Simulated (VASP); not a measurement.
Data:

```xyz
6
Lattice="4.0089 0.0000 0.0000 -2.0044 3.4718 0.0000 0.0000 0.0000 24.8501" Properties=species:S:1:pos:R:3 pbc="T T T"
Ge     2.0045     1.1573     9.4855
Ge     0.0000     0.0000     8.7084
Ge     0.0000     2.3145    12.8292
Ge     2.0045     1.1573    12.0209
Ge     0.0000     0.0000    16.1417
Ge     0.0000     2.3145    15.3646
```

Method: PBEsol GGA, VASP's PBE PAW potentials (set 64) (plane waves; VASP). Settings: PREC = Normal, 400 eV cut-off, 8×8×1 Γ-centred mesh, first-order Methfessel-Paxton smearing of 0.10 eV, potentials Ge_d.

Estimate the energy per atom (σ→0), band gap (on the k-mesh) with the smallest direct gap where there is one.

| Item | Value |
|---|---|
| band gap (on the k-mesh) | none (metal, semimetal or under 0.01 eV) |
| energy per atom (σ→0) | -4.607 eV/atom |

Total energies compare only between runs with the same potentials, cut-off and functional.

The cell is a thin slab with vacuum, built from Ge (diamond): (111) face.
